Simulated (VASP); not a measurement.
Level of theory: r2SCAN meta-GGA, VASP's PBE PAW potentials (set 64) (plane waves; VASP).

VASP ran on this input.

### KPOINTS_OPT
```
k-points along high-symmetry lines
6
Line-mode
Reciprocal
  0.000000   0.000000   0.000000 ! GAMMA
  0.500000   0.000000   0.000000 ! M

  0.500000   0.000000   0.000000 ! M
  0.333333   0.333333   0.000000 ! K

  0.333333   0.333333   0.000000 ! K
  0.000000   0.000000   0.000000 ! GAMMA

  0.000000   0.000000   0.000000 ! GAMMA
  0.000000   0.000000   0.500000 ! A

  0.000000   0.000000   0.500000 ! A
  0.500000   0.000000   0.500000 ! L

  0.500000   0.000000   0.500000 ! L
  0.333333   0.333333   0.500000 ! H

  0.333333   0.333333   0.500000 ! H
  0.000000   0.000000   0.500000 ! A

  0.500000   0.000000   0.500000 ! L
  0.500000   0.000000   0.000000 ! M

  0.333333   0.333333   0.500000 ! H
  0.333333   0.333333   0.000000 ! K
```

File KPOINTS:
```
Automatic mesh
0
Gamma
11 11 4
0 0 0
```

POSCAR:
```
NbTe
9.3753870
  0.3665513798   0.0000000000   0.0000000000
 -0.1832756899   0.3174428108   0.0000000000
  0.0000000000   0.0000000000   0.9999999634
Nb Te
2 2
direct
  0.3333330000   0.6666670000   0.0375392977
  0.6666670000   0.3333330000   0.5375392977
  0.3333330000   0.6666670000   0.3374607023
  0.6666670000   0.3333330000   0.8374607023
```

### INCAR
```
SYSTEM  =  NbTe
LCHARG  =  F
LREAL  =  F   ! projection in real space or not
ALGO  =  Normal   ! blocked Davidson
ENCUT  =  400   ! plane-wave cut-off (eV)
LMAXMIX  =  4
METAGGA  =  R2SCAN
ISIF  =  2
LEFG  =  T
NELM  =  100   ! most electronic steps
EDIFF  =  1E-7   ! SCF stop (eV)
LWAVE  =  F
LMIXTAU  =  T
NEDOS  =  601   ! DOS grid
LORBIT  =  11
LASPH  =  T
PREC  =  Accurate
ISMEAR  =  -5   ! tetrahedra, Bloechl
```

POTCAR, in this order: Nb_sv Te (PBE.64 set). Program: vasp_std.

What VASP printed:

File OSZICAR:
```
       N       E                     dE             d eps       ncg     rms          rms(c)
DAV:   1     0.225144838158E+03    0.22514E+03   -0.17871E+04  2336   0.132E+03
DAV:   2    -0.848867884694E+02   -0.31003E+03   -0.30620E+03  2832   0.460E+02
DAV:   3    -0.112240849579E+03   -0.27354E+02   -0.27079E+02  4009   0.102E+02
DAV:   4    -0.114673018671E+03   -0.24322E+01   -0.24137E+01  3374   0.271E+01
DAV:   5    -0.114802479386E+03   -0.12946E+00   -0.12916E+00  3668   0.616E+00    0.142E+01
DAV:   6    -0.105713187288E+03    0.90893E+01   -0.84314E+00  3610   0.275E+01    0.560E+00
DAV:   7    -0.101138648232E+03    0.45745E+01   -0.11407E+00  2383   0.795E+00    0.329E+00
DAV:   8    -0.102649290091E+03   -0.15106E+01   -0.21728E+00  3432   0.938E+00    0.197E+00
DAV:   9    -0.101005960498E+03    0.16433E+01   -0.32324E-01  3101   0.406E+00    0.119E+00
DAV:  10    -0.999770493308E+02    0.10289E+01   -0.71989E-01  3464   0.622E+00    0.411E-01
DAV:  11    -0.999003852461E+02    0.76664E-01   -0.10120E-01  2572   0.245E+00    0.335E-01
DAV:  12    -0.997951555010E+02    0.10523E+00   -0.11029E-01  2607   0.197E+00    0.309E-01
DAV:  13    -0.999554680219E+02   -0.16031E+00   -0.76502E-02  2488   0.167E+00    0.191E-01
DAV:  14    -0.999927867163E+02   -0.37319E-01   -0.13075E-02  2873   0.711E-01    0.158E-01
DAV:  15    -0.100005273204E+03   -0.12486E-01   -0.47257E-03  3206   0.436E-01    0.112E-01
DAV:  16    -0.100007401197E+03   -0.21280E-02   -0.53114E-04  2854   0.163E-01    0.838E-02
DAV:  17    -0.100008232751E+03   -0.83155E-03   -0.67234E-03  2548   0.582E-01    0.121E-01
DAV:  18    -0.100008724168E+03   -0.49142E-03   -0.23785E-03  2979   0.366E-01    0.138E-01
DAV:  19    -0.100012626293E+03   -0.39021E-02   -0.32005E-03  2840   0.357E-01    0.572E-02
DAV:  20    -0.100012579504E+03    0.46789E-04   -0.19138E-03  3443   0.221E-01    0.643E-02
DAV:  21    -0.100012754997E+03   -0.17549E-03   -0.35023E-04  3218   0.128E-01    0.336E-02
DAV:  22    -0.100012787283E+03   -0.32286E-04   -0.55623E-05  3310   0.383E-02    0.153E-02
DAV:  23    -0.100012767596E+03    0.19686E-04   -0.17095E-05  3459   0.245E-02    0.989E-03
DAV:  24    -0.100012787597E+03   -0.20001E-04   -0.67829E-06  2712   0.209E-02    0.818E-03
DAV:  25    -0.100012777180E+03    0.10417E-04   -0.87904E-06  2780   0.232E-02    0.304E-03
DAV:  26    -0.100012790223E+03   -0.13043E-04   -0.64034E-07  2747   0.626E-03    0.277E-03
DAV:  27    -0.100012785864E+03    0.43586E-05   -0.16362E-07  1875   0.378E-03    0.200E-03
DAV:  28    -0.100012790617E+03   -0.47527E-05   -0.93957E-08  1741   0.269E-03    0.142E-03
DAV:  29    -0.100012792354E+03   -0.17370E-05   -0.38017E-08  1706   0.196E-03    0.747E-04
DAV:  30    -0.100012790439E+03    0.19145E-05   -0.25286E-08  1573   0.154E-03    0.568E-04
DAV:  31    -0.100012791377E+03   -0.93788E-06   -0.15055E-08  1545   0.114E-03    0.294E-04
DAV:  32    -0.100012791644E+03   -0.26701E-06   -0.96140E-09  1475   0.863E-04    0.227E-04
DAV:  33    -0.100012791077E+03    0.56730E-06   -0.13651E-08  1524   0.964E-04    0.982E-05
DAV:  34    -0.100012791457E+03   -0.38036E-06   -0.44788E-09  1503   0.655E-04    0.130E-04
DAV:  35    -0.100012791417E+03    0.40606E-07   -0.21806E-09  1475   0.391E-04
   1 F= -.10001279E+03 E0= -.10001279E+03  d E =0.000000E+00
       N       E                     dE             ncg
       N       E                     dE             ncg
```

### OUTCAR
```
------------------------ aborting loop because EDIFF is reached ----------------------------------------
  FORCE on cell =-STRESS in cart. coord.  units (eV):
  Direction    XX          YY          ZZ          XY          YZ          ZX
  --------------------------------------------------------------------------------------
  Total        0.0478091      0.0478091     -0.0049799      0.0000000     -0.0000000      0.0000000
  in kB        0.7988270      0.7988271     -0.0832073      0.0000000     -0.0000000      0.0000000
  external PRESSURE =       0.5048156 kB  Pullay stress =       0.0000000 kB
  volume of cell :       95.89
      direct lattice vectors                 reciprocal lattice vectors
     3.436561041  0.000000000  0.000000000     0.290988575  0.168002330  0.000000000
    -1.718280521  2.976149201  0.000000000     0.000000000  0.336004660  0.000000000
     0.000000000  0.000000000  9.375386657     0.000000000  0.000000000  0.106662268
 POSITION                                       TOTAL-FORCE (eV/Angst)
 -----------------------------------------------------------------------------------
     -0.00000      1.98410      0.35195        -0.000000      0.000000      0.030209
      1.71828      0.99205      5.03964         0.000000      0.000000      0.030209
     -0.00000      1.98410      3.16382        -0.000000      0.000000     -0.030209
      1.71828      0.99205      7.85152        -0.000000     -0.000000     -0.030209
 -----------------------------------------------------------------------------------
    total drift:                               -0.003484      0.002012      0.001097
  FREE ENERGIE OF THE ION-ELECTRON SYSTEM (eV)
  ---------------------------------------------------
  free  energy   TOTEN  =      -100.0127914167 eV

  energy  without entropy=     -100.0127914167  energy(sigma->0) =     -100.01279142

 total charge

# of ion       s       p       d       tot
------------------------------------------
    1        2.146   5.981   2.444  10.571
    2        2.146   5.981   2.444  10.571
    3        1.365   2.088   0.093   3.547
    4        1.365   2.088   0.093   3.547
--------------------------------------------------
tot          7.024  16.139   5.074  28.236
```
(Selected blocks of OUTCAR.)

For a metal the tetrahedron method with Blöchl corrections gives inexact stress and forces.

The structure was generated: NbTe was put into the wurtzite type (P6_3mc), which need not be its known phase. It was relaxed first, which changed the volume by -43 %.
